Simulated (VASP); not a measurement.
Input:

```yaml
crystal:
  lattice:
    - [-1.63813, 1.63813, 1.63813]
    - [1.63813, -1.63813, 1.63813]
    - [1.63813, 1.63813, -1.63813]
  atoms:
    - { symbol: Ta, position: [0.00000, 0.00000, 0.00000] }
```

Computed with SCAN meta-GGA, VASP's PBE PAW potentials (set 64) (plane waves; VASP 6.6.1). Numerical set-up: 520 eV cut-off, 17×17×17 Γ-centred mesh, tetrahedra with Blöchl corrections, potentials Ta_pv.

Problem. Give the energies of bands 4 to 8 at the high-symmetry points, in eV from the Fermi level.

Solution. 
```csv
band,Γ,H,N,P
4,-8.55,-3.99,-4.74,-1.28
5,0.72,-3.99,-1.72,-1.28
6,0.72,7.38,1.84,-1.28
7,0.72,7.38,4.19,5.55
8,4.39,7.38,5.37,5.55
```

It has no gap at this level: it comes out as a metal or semimetal.

The compound is Ta in the bcc structure. It was relaxed first.
